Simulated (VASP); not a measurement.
Calculation: PBEsol GGA, VASP's PBE PAW potentials (set 64) (plane waves; VASP).

Input for VASP

POSCAR:
```
AlGa3Sb4
1.0
  0.0000000000   3.0665137185   3.0665137185
  3.0665137185   0.0000000000   3.0665137185
 12.2388433032  12.2388433032   0.0272115706
Ga Sb Al
3 4 1
direct
  0.9995841714   0.9995841714   0.0003118714
  0.9998719297   0.9998719297   0.2500960527
  0.0002720378   0.0002720378   0.4997959716
  0.2500061282   0.2500061282   0.0624954038
  0.2501377521   0.2501377521   0.3123966860
  0.2508989351   0.2508989351   0.5618257987
  0.2496074917   0.2496074917   0.8127943812
  0.9996215538   0.9996215538   0.7502838346
```

File KPOINTS:
```
Regular mesh
0
gamma
 6 6 2
```

**INCAR**
```
! general
SYSTEM =AlGa3Sb4
PREC   =Accurate
ENCUT  =400
LREAL  =F
LASPH  =T

! electronic loop
EDIFF  =1E-6
NELM   =100
ALGO   =Normal
LMAXMIX=4

! smearing
ISMEAR =0
SIGMA  =0.05

! functional
GGA    =PS

! ions
IBRION =2
NSW    =60
ISIF   =3
EDIFFG =-0.02

! output
LWAVE  =F
LCHARG =F
```

POTCAR, in this order: Ga_d Sb Al (PBE.64 set). Program: vasp_std.

Output

File OUTCAR:
```
 ion  position               nearest neighbor table
   1  1.000  1.000  0.000-   7 2.65   4 2.65   4 2.65   4 2.65
   2  1.000  1.000  0.250-   4 2.65   5 2.65   5 2.65   5 2.65
   3  0.000  0.000  0.500-   5 2.65   6 2.65   6 2.65   6 2.65
   4  0.250  0.250  0.062-   2 2.65   1 2.65   1 2.65   1 2.65
   5  0.250  0.250  0.312-   3 2.65   2 2.65   2 2.65   2 2.65
   6  0.251  0.251  0.562-   3 2.65   3 2.65   3 2.65   8 2.66
   7  0.250  0.250  0.813-   1 2.65   8 2.65   8 2.65   8 2.65
   8  1.000  1.000  0.750-   7 2.65   7 2.65   7 2.65   6 2.66
  LATTYP: Found a trigonal (rhomboedric) cell.
 ALAT       =    14.3368144096
 COS(alpha) =     0.9542506954
 Subroutine PRICEL returns:
 Original cell was already a primitive cell.
 Subroutine GETGRP returns: Found  6 space group operations
The static configuration has the point symmetry C_3v.
The dynamic configuration has the point symmetry C_3v.
 Subroutine INISYM returns: Found  6 space group operations
 Subroutine IBZKPT returns following result:
 Found     22 irreducible k-points:

 Following reciprocal coordinates:
            Coordinates               Weight
  0.000000  0.000000  0.000000      1.000000
  0.166667  0.000000  0.000000      4.000000
...
```

### OSZICAR
```
       N       E                     dE             d eps       ncg     rms          rms(c)
DAV:   1     0.407377711289E+03    0.40738E+03   -0.23256E+04  1652   0.162E+03
DAV:   2     0.206633365218E+02   -0.38671E+03   -0.37748E+03  1818   0.408E+02
DAV:   3    -0.310478486253E+02   -0.51711E+02   -0.49539E+02  1889   0.129E+02
DAV:   4    -0.336093037445E+02   -0.25615E+01   -0.25279E+01  2038   0.299E+01
DAV:   5    -0.336773168702E+02   -0.68013E-01   -0.67711E-01  2330   0.478E+00    0.646E+00
DAV:   6    -0.333593285213E+02    0.31799E+00   -0.44176E-01  2356   0.725E+00    0.387E+00
DAV:   7    -0.332468865212E+02    0.11244E+00   -0.33124E-01  1879   0.315E+00    0.522E-01
DAV:   8    -0.332474811499E+02   -0.59463E-03   -0.39954E-02  1931   0.213E+00    0.263E-01
DAV:   9    -0.332484223212E+02   -0.94117E-03   -0.58848E-03  2038   0.453E-01    0.830E-02
DAV:  10    -0.332483949345E+02    0.27387E-04   -0.42042E-04  2074   0.192E-01    0.337E-02
DAV:  11    -0.332484594704E+02   -0.64536E-04   -0.76245E-05  2115   0.705E-02    0.209E-02
DAV:  12    -0.332484800119E+02   -0.20541E-04   -0.30732E-05  1941   0.575E-02    0.353E-03
DAV:  13    -0.332484816295E+02   -0.16176E-05   -0.40389E-06  1742   0.241E-02    0.345E-03
DAV:  14    -0.332484819563E+02   -0.32687E-06   -0.81195E-07  1158   0.806E-03
   1 F= -.33248482E+02 E0= -.33248443E+02  d E =-.332485E+02
       N       E                     dE             d eps       ncg     rms          rms(c)
DAV:   1    -0.332506178117E+02   -0.21362E-02   -0.58648E-02  2174   0.199E+00    0.262E-01
DAV:   2    -0.332493388472E+02    0.12790E-02   -0.69337E-03  2192   0.995E-01    0.124E-01
DAV:   3    -0.332488958027E+02    0.44304E-03   -0.89035E-04  2432   0.233E-01    0.304E-02
DAV:   4    -0.332488697852E+02    0.26018E-04   -0.18060E-04  1912   0.110E-01    0.112E-02
DAV:   5    -0.332488686875E+02    0.10976E-05   -0.16529E-05  2198   0.556E-02    0.435E-03
DAV:   6    -0.332488684274E+02    0.26008E-06   -0.36963E-06  1412   0.361E-02
   2 F= -.33248868E+02 E0= -.33248844E+02  d E =-.386471E-03
       N       E                     dE             d eps       ncg     rms          rms(c)
DAV:   1    -0.332488770770E+02   -0.83894E-05   -0.15419E-04  2176   0.104E-01    0.133E-02
DAV:   2    -0.332488739133E+02    0.31636E-05   -0.19365E-05  1824   0.523E-02    0.614E-03
DAV:   3    -0.332488728958E+02    0.10175E-05   -0.19282E-06  1115   0.122E-02    0.152E-03
DAV:   4    -0.332488729374E+02   -0.41559E-07   -0.95811E-07   989   0.842E-03
   3 F= -.33248873E+02 E0= -.33248849E+02  d E =-.390981E-03
       N       E                     dE             d eps       ncg     rms          rms(c)
DAV:   1    -0.332488943740E+02   -0.21478E-04   -0.59086E-04  2144   0.199E-01    0.264E-02
DAV:   2    -0.332488819378E+02    0.12436E-04   -0.73533E-05  2192   0.102E-01    0.123E-02
DAV:   3    -0.332488778444E+02    0.40934E-05   -0.89554E-06  2085   0.234E-02    0.319E-03
DAV:   4    -0.332488776990E+02    0.14534E-06   -0.16447E-06  1009   0.112E-02
   4 F= -.33248878E+02 E0= -.33248855E+02  d E =-.395743E-03
       N       E                     dE             d eps       ncg     rms          rms(c)
DAV:   1    -0.332490956187E+02   -0.21777E-03   -0.45228E-02  1801   0.107E+00    0.434E-02
DAV:   2    -0.332491812262E+02   -0.85608E-04   -0.12852E-03  2361   0.250E-01    0.236E-02
DAV:   3    -0.332491680402E+02    0.13186E-04   -0.56776E-05  2212   0.103E-01    0.842E-03
DAV:   4    -0.332491666236E+02    0.14165E-05   -0.12593E-05  1922   0.452E-02    0.299E-03
DAV:   5    -0.332491662621E+02    0.36151E-06   -0.16362E-06  1224   0.232E-02
   5 F= -.33249166E+02 E0= -.33249143E+02  d E =-.288563E-03
       N       E                     dE             d eps       ncg     rms          rms(c)
DAV:   1    -0.332492799386E+02   -0.11331E-03   -0.45348E-02  1801   0.107E+00    0.434E-02
DAV:   2    -0.332493656715E+02   -0.85733E-04   -0.12907E-03  2361   0.250E-01    0.234E-02
DAV:   3    -0.332493525539E+02    0.13118E-04   -0.56856E-05  2212   0.997E-02    0.845E-03
DAV:   4    -0.332493510195E+02    0.15344E-05   -0.11871E-05  1930   0.457E-02    0.304E-03
DAV:   5    -0.332493506541E+02    0.36547E-06   -0.16236E-06  1218   0.226E-02
   6 F= -.33249351E+02 E0= -.33249326E+02  d E =-.472955E-03
```

File OUTCAR:
```
------------------------ aborting loop because EDIFF is reached ----------------------------------------
  FORCE on cell =-STRESS in cart. coord.  units (eV):
  Direction    XX          YY          ZZ          XY          YZ          ZX
  --------------------------------------------------------------------------------------
  Total       -0.0116717     -0.0116717     -0.0116717     -0.0181690      0.0181690      0.0181690
  in kB       -0.0814558     -0.0814558     -0.0814558     -0.1267999      0.1267999      0.1267999
  external PRESSURE =      -0.0814558 kB  Pullay stress =       0.0000000 kB
  volume of cell :      229.57
      direct lattice vectors                 reciprocal lattice vectors
    -0.000000000  3.063164291  3.063164291    -0.163314871  0.163144929  0.163314871
     3.063164291 -0.000000000  3.063164291     0.163144929 -0.163314871  0.163314871
    12.239920551 12.239920551  0.012736611     0.040871203  0.040871203 -0.040871203
 POSITION                                       TOTAL-FORCE (eV/Angst)
 -----------------------------------------------------------------------------------
      3.06933      3.06933      6.12016         0.007787      0.007787     -0.007787
      6.12415      6.12415      6.12851        -0.001687     -0.001687      0.001687
      6.11437      6.11437      0.01196        -0.009154     -0.009154      0.009154
      1.53246      1.53246      1.53071         0.009700      0.009700     -0.009700
      4.58808      4.58808      1.53825        -0.006877     -0.006877      0.006877
      7.64169      7.64169      1.54780         0.000565      0.000565     -0.000565
     10.71737     10.71737      1.53529         0.004179      0.004179     -0.004179
     12.24495     12.24495      6.13404        -0.004512     -0.004512      0.004512
 -----------------------------------------------------------------------------------
    total drift:                                0.001053      0.001053     -0.001017
  FREE ENERGIE OF THE ION-ELECTRON SYSTEM (eV)
  ---------------------------------------------------
  free  energy   TOTEN  =       -33.2493506541 eV

  energy  without entropy=      -33.2493011264  energy(sigma->0) =      -33.24932589

 reached required accuracy - stopping structural energy minimisation
```
(Selected blocks of OUTCAR.)

### CONTCAR
```
AlGa3Sb4
   1.00000000000000
    -0.0000000000000171    3.0631642906654113    3.0631642906654455
     3.0631642906654113   -0.0000000000000171    3.0631642906654455
    12.2399205514772724   12.2399205514772724    0.0127366109845206
  Ga              Sb              Al
     3     4     1
Direct
     0.9989916458947911    0.9989916458947911    0.0007562655289094
     0.9998362310713835    0.9998362310713835    0.2501228266714636
     0.0009134267165095    0.0009134267165095    0.4993149299126205
     0.2497267240519195    0.2497267240519195    0.0627049569110595
     0.2504390429068802    0.2504390429068802    0.3121707178948412
     0.2514805286309026    0.2514805286309026    0.5613896035518200
     0.2489136895375036    0.2489136895375036    0.8133147328218702
     0.9996987109901064    0.9996987109901064    0.7502259667074157
```

File OUTCAR:
```
 val. band max:        4.7302967267   @ k =   0.0000   0.0000   0.0000

 cond. band min:       4.9110147206   @ k =   0.0000   0.0000   0.0000


 Fermi energy:         4.8270010703

 k-point     1 :       0.0000    0.0000    0.0000
  band No.  band energies     occupation
      1     -10.2253      2.00000
      2     -10.2183      2.00000
      3     -10.1991      2.00000
      4     -10.1991      2.00000
      5     -10.1975      2.00000
      6     -10.1956      2.00000
      7     -10.1956      2.00000
      8     -10.1800      2.00000
      9     -10.1800      2.00000
     10     -10.1564      2.00000
     11     -10.1564      2.00000
     12     -10.1514      2.00000
     13     -10.1514      2.00000
     14     -10.1373      2.00000
     15     -10.1373      2.00000
     16      -6.6161      2.00000
     17      -6.0740      2.00000
     18      -5.8881      2.00000
     19      -4.9945      2.00000
     20      -1.4444      2.00000
     21       0.7220      2.00000
     22       1.0163      2.00000
     23       3.6170      2.00000
     24       3.6170      2.00000
     25       4.0058      2.00000
     26       4.0058      2.00000
     27       4.1008      2.00000
     28       4.1008      2.00000
     29       4.7278      1.99498
     30       4.7303      1.99377
     31       4.7303      1.99377
     32       4.9110      0.01749
     33       5.2505      0.00000
     34       5.5300      0.00000
     35       6.1590      0.00000
     36       7.5610      0.00000
     37       7.5614      0.00000

 k-point     2 :       0.1667    0.0000    0.0000
  band No.  band energies     occupation
      1     -10.2273      2.00000
      2     -10.2208      2.00000
      3     -10.2050      2.00000
      4     -10.2017      2.00000
      5     -10.1959      2.00000
      6     -10.1923      2.00000
      7     -10.1896      2.00000
      8     -10.1789      2.00000
      9     -10.1766      2.00000
     10     -10.1578      2.00000
     11     -10.1562      2.00000
...
```

Unless said otherwise, spin-orbit coupling is left out, though it shifts the bands of the heavy elements here.

The structure was generated: AlGa3Sb4 was put into an ordered model structure (R3m), which need not be its known phase. This run relaxes it. Symmetry was kept, so distortions that lower it aren't found. The start is the result of an earlier pass.
